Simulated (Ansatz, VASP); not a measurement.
# Fe3PO7 (Grattarolaite): VASP beside Ansatz, part 2 of 2

Aim: how closely do two programs agree when they are given the same cell, functional and k mesh? The cell is taken from a series of VASP runs on this material, whose earlier steps may have relaxed, scaled or displaced it; both programs get it as it stands. Other levels of theory on this material are compared in a session of their own.

VASP 6.6.1 and Ansatz 0.2.0.

So far: Set-up; VASP: band structure, PBEsol, DFT+U.

In doubt: warnings of the run leave room for a lower electronic state, so energies may not be the lowest and differences between runs may mislead.

### Step 3. Ansatz: band structure, PBEsol, DFT+U

Level of this step: Ansatz beside VASP: Kohn-Sham DFT, plane waves, PBEsol, DFT+U (Ansatz).

Ansatz runs on its default PAW (the set named soft_2) files.

The same cell, functional, mesh and smearing now go to Ansatz, which takes its cutoff from its data sets.

The input, input.yaml:

```yaml
crystal:
  lattice:
    - [4.0131358779, 2.3169850794, 2.2950053484]
    - [-4.0131358779, 2.3169850794, 2.2950053484]
    - [0.0, -4.6339701588, 2.2950053484]
  atoms:
    - { symbol: Fe, position: [0.5397198143, 0.1503095739, 0.5397198143], spin: 4.325 }
    - { symbol: Fe, position: [0.5397198143, 0.5397198143, 0.1503095739], spin: 4.325 }
    - { symbol: Fe, position: [0.1503095739, 0.5397198143, 0.5397198143], spin: 4.325 }
    - { symbol: P, position: [8.21785e-05, 8.21785e-05, 8.21785e-05], spin: 0.031 }
    - { symbol: O, position: [0.2305545627, 0.2305545627, 0.2305545627], spin: 0.158 }
    - { symbol: O, position: [0.3878148672, 0.7673479303, 0.3878148672], spin: 0.359 }
    - { symbol: O, position: [0.3878148672, 0.3878148672, 0.7673479303], spin: 0.359 }
    - { symbol: O, position: [0.7673479303, 0.3878148672, 0.3878148672], spin: 0.359 }
    - { symbol: O, position: [0.8308162105, 0.1472039706, 0.8308162105], spin: 0.122 }
    - { symbol: O, position: [0.8308162105, 0.8308162105, 0.1472039706], spin: 0.122 }
    - { symbol: O, position: [0.1472039706, 0.8308162105, 0.8308162105], spin: 0.122 }
hamiltonian:
  xc: pbesol
  pseudopotentials: { kind: paw }
  hubbard: { sites: [{ species: Fe, l: d, u_eff: 4.0 }] }
magnetization:
  spin_polarized: true
kpoints:
  mp_grid: { grid: [5, 5, 5] }
  band_path:
    path:
      - [0.0, 0.0, 0.0]
      - [0.11321, -0.15952, 0.11321]
      - [0.26415, -0.37221, 0.26415]
      - [0.41509, -0.58491, 0.41509]
      - [0.43053, -0.56947, 0.43053]
      - [0.46141, -0.53859, 0.46141]
      - [0.49228, -0.50772, 0.49228]
      - [0.48456, -0.42453, 0.48456]
      - [0.42281, -0.12264, 0.42281]
      - [0.36106, 0.17924, 0.36106]
      - [0.33019, 0.33019, 0.33019]
      - [0.21012, 0.21012, 0.21012]
      - [0.09005, 0.09005, 0.09005]
      - [0.0, 0.0, 0.0]
      - [0.13636, -0.13636, 0.0]
      - [0.31818, -0.31818, 0.0]
      - [0.5, -0.5, 0.0]
      - [0.51544, -0.48456, -0.07547]
      - [0.54631, -0.45369, -0.22641]
      - [0.57719, -0.42281, -0.37736]
      - [0.59263, -0.40737, -0.40737]
      - [0.6235, -0.3765, -0.3765]
      - [0.65438, -0.34562, -0.34562]
      - [0.66981, -0.33019, -0.33019]
      - [0.60806, -0.21012, -0.21012]
      - [0.54631, -0.09005, -0.09005]
      - [0.5, 0.0, 0.0]
      - [0.5, -0.13636, 0.13636]
      - [0.5, -0.31818, 0.31818]
      - [0.5, -0.5, 0.5]
    npoints: 1
scf:
  occupations: { method: gaussian, width: 0.05 }
  n_extra_bands: 20
output:
  forces: true
  stress: true
  eigenvalues: true
```

On the command line:

```bash
$ ansatz run input.yaml --threads 4 --pin off --max-ram 9216MiB --backend cpu --events-out ev --progress --plain --runs-dir out
```

Numbers of over 12 decimals in the logs are rounded to 6 here.

What it wrote:

```text
Warning: where an SCF of this run starts from atoms to list the orders of its open shells, Fe (sites 0, 1, 2, from 0) starts with 4.00 μB on its 3d shell, in the place of the 4.33 μB that the deck gives it: its open shells can hold no more by Hund's first rule. To start from spheres of the given moment, type scf.initial_density.shell_occupations: []
Fe: projections on atomic orbitals take those of the free atom [Ne] 3s2 3p6 3d6 4s2, of charge +0.00 (hamiltonian.pseudopotentials.projection_atoms); the dataset's partial waves leave at most 1.1e-6 of an orbital's norm unspanned inside its sphere
P: projections on atomic orbitals take those of the free atom [Ne] 3s2 3p3, of charge +0.00 (hamiltonian.pseudopotentials.projection_atoms); the dataset's partial waves leave at most 1.0e-7 of an orbital's norm unspanned inside its sphere
O: projections on atomic orbitals take those of the free atom [He] 2s2 2p4, of charge +0.00 (hamiltonian.pseudopotentials.projection_atoms); the dataset's partial waves leave at most 1.9e-8 of an orbital's norm unspanned inside its sphere
scf.n_extra_bands = 20 over 48 filled bands (N_el = 95.0): the run solves 68 bands
Engine: ansatz 0.2.0, aarch64-unknown-linux-gnu
Pseudopotentials: kind: paw
Pseudopotential: Fe, paw, valence charge 16, recommended cutoff 420 eV (normal), Fe.paw.azcp
Pseudopotential: P, paw, valence charge 5, recommended cutoff 420 eV (normal), P.paw.azcp
Pseudopotential: O, paw, valence charge 6, recommended cutoff 420 eV (normal), O.paw.azcp
Functional definition: PBEsol
  exchange = pbesol_x
  correlation = pbesol_c
Crystal: 11 atoms, lattice volume = 128.039 Å³
Basis set: ecut = 420 eV, 2509 PW (Γ), exchange–correlation on 72×72×72 points (8 copies of the dense FFT grid, shifted against one another)
Bands: 68, of which v1, the nominal top of the filled ones, is band 48 counted from 1 (47 counted from 0)
Symmetry: 6 space group operations
Space group: R3m (ITA 160), of the structure as read, at distance tolerance 5.0e-5 Å
Magnetic group: BNS 160.65 (UNI 1295), of the structure as read, at distance tolerance 5.0e-5 Å
k-points: 19 of 125 (time reversal used)
Non-local potential: Fe, projectors of the file, l = 0: 3, l = 1: 2, l = 2: 3, l = 3: 1
Non-local potential: P, projectors of the file, l = 0: 2, l = 1: 2, l = 2: 2
Non-local potential: O, projectors of the file, l = 0: 2, l = 1: 2, l = 2: 1
PAW form: soft (Blöchl's): semilocal exchange-correlation on the pseudo side does not see the compensation charge
PAW frozen core: Fe, regenerated for the run's functional, and the local potential with it (the file was generated under x = pbe(κ = 0.804, μ = 0.219515), c = pbe(β = 0.066725))
PAW frozen core: P, regenerated for the run's functional, and the local potential with it (the file was generated under x = pbe(κ = 0.804, μ = 0.219515), c = pbe(β = 0.066725))
PAW frozen core: O, regenerated for the run's functional, and the local potential with it (the file was generated under x = pbe(κ = 0.804, μ = 0.219515), c = pbe(β = 0.066725))
PAW one-centre angular grid: Fe, 590 points (default); XC on 64 Gauss nodes
PAW one-centre angular grid: P, 110 points (default); XC on 64 Gauss nodes
PAW one-centre angular grid: O, 110 points (default); XC on 64 Gauss nodes
Initial density: superposition of atomic densities (chi_scale 0.1, normalization cell, long waves kept (reshape's long-wave potential 0.18 eV rms))
Starting moments: Σ|m| = 14.607 μB on 11 of 11 sites
Initial wavefunctions: pseudopotential atomic-orbital guess
Functional: x = pbesol(κ = 0.804, μ = 0.123457), c = pbesol(β = 0.046)
SCF iter   1: F=—  HF=-18009.913092 eV  |F-HF|=—  |Δ(HF+E_count)|=         —  Δρ=1.53e-1 (↑6.18e-2 ↓1.53e-1)  dr2=7.23e1  dr2_m=3.27e0  M=12.035 μB ∫|m|=12.044 μB  β_m=0.30  ethr=3.10e-3  ⟨swp⟩=6.3  Hψ=10935  notcnv=0  defer=47
preconditioner: auto → Kerker (q_TF=auto, 2.596 Å⁻¹)  [metal: Δε(μ)=0.022 eV  Ē_g=14.252 eV  σ=0.050 eV  W_gap=0.24  n_scr=42 (ndim 8)  ℏωp=27.7 eV  f_vac=0.031  D(μ)=12.81/eV (n_scr^D=176)]
spin=Collinear: Kerker preconditioning applied to the charge; magnetization (m = ρ↑ − ρ↓) channel mixes plain (no charge-response kernel on spin).
SCF iter   2: F=—  HF=-18007.103424 eV  |F-HF|=—  |Δ(HF+E_count)|=    2.81e0  Δρ=7.85e-2 (↑4.50e-2 ↓7.85e-2)  dr2=1.04e1  dr2_m=1.94e0  M=15.000 μB ∫|m|=15.001 μB  β_m=0.30  ethr=3.10e-3  ⟨swp⟩=3.3  Hψ=5604  notcnv=0  defer=382
preconditioner: auto → Resta (q_TF=auto, 2.596 Å⁻¹)  ε∞=4.7  [insulator: Δε(μ)=1.312 eV  Ē_g=14.470 eV  σ=0.050 eV  W_gap=1.00  n_scr=42 (ndim 8)  ℏωp=27.7 eV  f_vac=0.026  D(μ)=0.00/eV (n_scr^D=0)  ε∞_Penn≈4.7]
spin=Collinear: Resta preconditioning applied to the charge; magnetization (m = ρ↑ − ρ↓) channel mixes plain (no charge-response kernel on spin).
SCF iter   3: F=—  HF=-18006.042886 eV  |F-HF|=—  |Δ(HF+E_count)|=    1.06e0  Δρ=4.32e-2 (↑2.91e-2 ↓4.32e-2)  dr2=2.99e0  dr2_m=8.00e-1  M=15.000 μB ∫|m|=15.001 μB  β_m=1.00  ethr=3.10e-3  ⟨swp⟩=2.4  Hψ=4500  notcnv=0  defer=376
SCF iter   4: F=—  HF=-18005.747566 eV  |F-HF|=—  |Δ(HF+E_count)|=   2.95e-1  Δρ=1.50e-2 (↑1.08e-2 ↓1.50e-2)  dr2=4.50e-1  dr2_m=2.07e-2  M=15.000 μB ∫|m|=15.004 μB  β_m=0.30  ethr=3.10e-3  ⟨swp⟩=3.0  Hψ=4893  notcnv=0  defer=377
[...]
SCF iter  11: F=—  HF=-18006.351089 eV  |F-HF|=—  |Δ(HF+E_count)|=   6.94e-5  Δρ=7.29e-5 (↑7.29e-5 ↓6.36e-5)  dr2=1.42e-5  dr2_m=2.95e-7  M=15.000 μB ∫|m|=15.006 μB  β_m=0.76  ethr=1.08e-7  ⟨swp⟩=2.2  Hψ=3571  notcnv=0  defer=368
SCF iter  12: F=—  HF=-18006.351094 eV  |F-HF|=—  |Δ(HF+E_count)|=   4.15e-6  Δρ=3.82e-5 (↑1.59e-5 ↓3.82e-5)  dr2=2.57e-6  dr2_m=2.39e-7  M=15.000 μB ∫|m|=15.006 μB  β_m=0.88  ethr=1.49e-8  ⟨swp⟩=2.2  Hψ=3732  notcnv=0  defer=368
SCF iter  13: F=—  HF=-18006.351095 eV  |F-HF|=—  |Δ(HF+E_count)|=   1.71e-6  Δρ=9.40e-6 (↑7.51e-6 ↓9.40e-6)  dr2=2.48e-7  dr2_m=5.90e-9  M=15.000 μB ∫|m|=15.006 μB  β_m=0.83  ethr=2.71e-9  ⟨swp⟩=2.0  Hψ=3450  notcnv=0  defer=368
iter 14 met the thresholds in force, and the SCF goes on: an eigenvalue changes by 0.71 meV, over its tolerance of 0.50 meV (output.eigenvalues, Limitations)
SCF iter  14: F=-18006.351095 eV  HF=-18006.351095 eV  |F-HF|=7.12e-8  |Δ(HF+E_count)|=   5.06e-8  Δρ=5.11e-6 (↑4.42e-6 ↓5.11e-6)  dr2=9.42e-8  dr2_m=1.13e-9  M=15.000 μB ∫|m|=15.006 μB  β_m=0.70  ethr=1.05e-10  ⟨swp⟩=14.2  Hψ=14175  notcnv=0
iter 15 met the thresholds in force, and the SCF goes on: an eigenvalue changes by 0.19 meV, over its tolerance of 0.07 meV (output.eigenvalues, Limitations)
SCF iter  15: F=-18006.351095 eV  HF=-18006.351095 eV  |F-HF|=6.10e-9  |Δ(HF+E_count)|=   1.16e-8  Δρ=2.51e-6 (↑1.64e-6 ↓2.51e-6)  dr2=1.52e-8  dr2_m=6.03e-10  M=15.000 μB ∫|m|=15.006 μB  β_m=1.00  ethr=9.92e-11  ⟨swp⟩=2.8  Hψ=8290  notcnv=0
Mixer restart at iter 15: flushing history
SCF iter  16: F=-18006.351095 eV  HF=-18006.351095 eV  |F-HF|=1.51e-7  |Δ(HF+E_count)|=   3.32e-8  Δρ=8.12e-6 (↑3.74e-6 ↓8.12e-6)  dr2=1.57e-7  dr2_m=6.55e-9  M=15.000 μB ∫|m|=15.006 μB  β_m=1.00  ethr=1.60e-11  ⟨swp⟩=2.2  Hψ=4039  notcnv=0  κ⁻¹=1.0e0(r=1)
SCF iter  17: F=-18006.351095 eV  HF=-18006.351095 eV  |F-HF|=2.58e-9  |Δ(HF+E_count)|=   3.02e-8  Δρ=1.12e-6 (↑5.11e-7 ↓1.12e-6)  dr2=2.97e-9  dr2_m=1.48e-10  M=15.000 μB ∫|m|=15.006 μB  ethr=1.60e-11  ⟨swp⟩=2.4  Hψ=7743  notcnv=0
SCF 1 converged in 17 iterations: F = -18006.351095 eV  dr2 = 2.97e-9
  greatest PAW one-centre occupation: 1.002 electrons in one spin orbital (limit 2), on the Fe atom at site 1 (counted from 0), in its partial waves of l = 1
WARN: an SCF from ferrimagnetic starting moments (-4.33, 4.33, 4.33, 0.03, 0.16, 0.36, 0.36, 0.36, 0.12, 0.12, 0.12 Bohr magnetons, atom by atom) was not made, by what the run has read of turns of its moments that order reads lower: the deck asks for what bars it, or types moments that do (magnetization.spin_polarized, in the input reference, names some of the keys), or the run goes by scf.lower_state_search: light, the default, which as a rule tries one only behind a close that has lost an order of both signs, or on which an open d or half-filled 4f shell of a PAW file has lost a moment that was set nearer to Hund's than to what is left; [rest of the remark cut]
NSCF: frozen V_eff on 30 k-points
SCF converged after 17 iterations
an eigenvalue changed by more than its tolerance at an iteration that met the thresholds in force, so the SCF went on 2 times, its first undamped step at iteration 15: the last check found none over its tolerance
Magnetization: 15.0000 μB (55.0000 up, 40.0000 down)
Absolute magnetization: 15.0064 μB (∫|ρ↑−ρ↓|, with the PAW one-centre terms)
Spin contamination: 0.0117 ħ² per cell (⟨S²⟩ above its minimum at these occupations)
Per-site moments (μB) at R_I (Å): [(3.844674, 0.785367), (3.844674, 0.785367), (3.844674, 0.785367), (0.016687, 0.631343), (0.153960, 0.654558), (0.379798, 0.785988), (0.379798, 0.785988), (0.379798, 0.785988), (0.111175, 0.631343), (0.111175, 0.631343), (0.111175, 0.631343)]
Free energy (F): -18006.351095 eV
Harris-Foulkes:  -18006.351095 eV  (|F-HF|=2.58e-9)
Internal energy: -18006.351095 eV  (E = F + TS)
E sigma→0 (E₀):  -18006.351095 eV
Fermi energy:    7.796423 eV
--- Per-component energies (eV) ---
  E_band       = -1332.228923
  E_kinetic    = 2309.157575
  E_local      = -12065.424220  (includes V_loc(G=0)·N_el)
  E_nonlocal   = 1048.706451
  E_hartree    = 4849.400712
  E_xc         = -911.110296
  E_vxc        = -1154.411154  (∫ρ·V_xc dr)
  E_hubbard    = 4.115634  (on-site DFT+U / exact-exchange correction)
  E_vhub       = -26.496371  (the Hubbard potential's part of the band-sum identity)
  E_paw        = -5625.906995  (= ΣΔE_a)
  E_vpaw       = -1142.581470  (= ΣTr[D̂ρ^β])
  E_aug_tail   = 0.021113  (compensation charges beyond the density's cutoff)
  E_ewald      = -7616.141785
  E_core_change = 0.830716  (= ΣΔE_core)
  E_smearing   = -0.000000  (= −TS)
  E_closure    = 0.000000  (closes the sum)
  Σ components = -18006.351095   (vs F -18006.351095, Δ=0.00e0)
--- Forces (eV/Å), atoms counted from 1 ---
  atom   1  Fe     0.04157347    -0.02400245    -0.05584455
  atom   2  Fe    -0.00000000     0.04800491    -0.05584455
  atom   3  Fe    -0.04157347    -0.02400245    -0.05584455
  atom   4  P      0.00000000     0.00000000     0.01482326
  atom   5  O     -0.00000000    -0.00000000    -0.17859425
  atom   6  O     -0.03851658     0.02223756    -0.05236355
  atom   7  O     -0.00000000    -0.04447511    -0.05236355
  atom   8  O      0.03851658     0.02223756    -0.05236355
  atom   9  O      0.12845297    -0.07416236     0.16280361
  atom  10  O      0.00000000     0.14832471     0.16280361
  atom  11  O     -0.12845297    -0.07416236     0.16280361
  max |Σ_I F_I| component: 1.56e-5 eV/Å
--- Stress (GPa, compression-positive) ---
        2.257676      -0.000000       0.000000
       -0.000000       2.257676      -0.000000
        0.000000      -0.000000       2.416417
  P = ⅓ Tr σ = 2.3106 GPa (23.106 kbar)
--- Band table (eV; the first three rows and the last of 38) ---
  k-point 0 ↑: bands = [... 44 lower, 4.6744, 5.3098, 5.3098, 5.4029, 5.4029, 6.1017, 6.1017, 6.4369, ... 16 higher]
  k-point 1 ↑: bands = [... 44 lower, 4.6740, 4.9442, 5.1545, 5.5394, 5.5711, 6.1796, 6.3364, 6.4374, ... 16 higher]
  k-point 2 ↑: bands = [... 44 lower, 4.6708, 4.9626, 5.0505, 5.6271, 5.6597, 6.0176, 6.1539, 6.4707, ... 16 higher]
  k-point 18 ↓: bands = [... 44 lower, 9.1008, 9.2257, 9.4850, 9.6711, 9.7323, 9.8524, 9.8758, 10.0528, ... 16 higher]
Occupation matrices written to <dir>
```

Elapsed: 27 s, on 4 threads of Arm Neoverse V2, shared host; peak memory 0.82 GiB.

In the SCF lines HF is the Harris–Foulkes energy and dr2 the Hartree energy of the density residual, in eV; the loop may stop once dr2 is under the threshold and the program's other checks hold. Hψ counts applications of the Hamiltonian.

### Step 4. Comparison

Known differences besides the potentials themselves: U acts on the PAW sphere in VASP and on atomic orbitals in Ansatz, so only states and trends compare; the data sets hold 95 valence electrons in Ansatz (default PAW (the set named soft_2) files) and 71 in VASP; the cutoff is 420 eV in Ansatz and 520 eV in VASP; Ansatz makes its cores anew for this functional, VASP keeps those of its PBE data sets; site moments are counted in spheres of each program's own size. Total energies have different zeros and are not compared.

Compared:

```tsv
quantity	Ansatz	VASP	difference
pressure (GPa)	2.31	0.04	+2.27
pressure without Ansatz's Pulay correction (GPa)	1.58	0.04	+1.54
total moment (μB)	15.00	15.00	0.00
moment on Fe1 (μB)	3.85	4.33	-0.48
moment on Fe2 (μB)	3.85	4.33	-0.48
moment on Fe3 (μB)	3.85	4.33	-0.48
moment on O6 (μB)	0.38	0.36	+0.02
moment on O7 (μB)	0.38	0.36	+0.02
moment on O8 (μB)	0.38	0.36	+0.02
moment on O5 (μB)	0.15	0.16	0.00
moment on O9 (μB)	0.11	0.12	-0.01
```

At this near-relaxed geometry the largest component of a force difference is 187 meV/Å. Ansatz's pressure holds a Pulay correction of 0.73 GPa; VASP's holds none.

### Step 5. Results

```json
{
 "difference in total moment (band structure, PBEsol, DFT+U)": "0 μB",
 "r.m.s. force difference (band structure, PBEsol, DFT+U)": "81 meV/Å",
 "difference in pressure (band structure, PBEsol, DFT+U)": "2.3 GPa"
}
```

The r.m.s. force difference is 81 meV/Å (band structure, PBEsol, DFT+U). 3 further runs of this series are not shown here. How closely two codes agree says nothing of how well the functional describes the real material.

[Lines on the potential files, build, host, timing and source positions are cut from VASP's logs without a mark.]

[Logs are printed without paths, hosts, clocks, repeated set-up lines and the standing remarks that a program may print on its own settings, such as how far it seeks lower states.]

[Hosts, paths, dates, database ids (printed as entryN), source tags and the programs' standing remarks are cut or masked in the printed files.]
